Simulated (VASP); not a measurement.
YSe:

```
Y Se
1.0
     0.00000    2.88480    2.88480
     2.88480    0.00000    2.88480
     2.88480    2.88480    0.00000
Y Se
1 1
Direct
  0.00000 0.00000 0.00000
  0.50000 0.50000 0.50000
```

* Program: VASP 6.6.1
* Task: relaxation of cell and atoms
* Functional: LDA
* Potentials or basis: VASP PAW LDA potentials, release 64 (Y_sv, Se)
* Cutoff: 600 eV
* k mesh: 12 × 12 × 12
* Occupations: gaussian, width 0.1 eV
* Spin: no spin polarisation

At the start: pressure -5.3 GPa; volume 24.01 Å³/atom.

**Question.** How do energy, volume and symmetry change on relaxing?

**Answer.** Over 3 steps the energy falls by 26.8 meV/atom and the volume is 22.49 Å³/atom (-6.3 %); space group Fm-3m (No. 225, to 0.05 Å).

The path:
```csv
step,energy change (eV),largest force (eV/Å),pressure (GPa),volume (Å³)
1,0.0000,0.0000,-5.30,48.02
2,-0.0173,0.0000,5.41,42.70
3,-0.0535,0.0000,-0.03,44.98
```

Final structure:
```
Y Se
1.0
     0.00000    2.82271    2.82271
     2.82271    0.00000    2.82271
     2.82271    2.82271    0.00000
Y Se
1 1
Direct
  0.00000 0.00000 0.00000
  0.50000 0.50000 0.50000
```
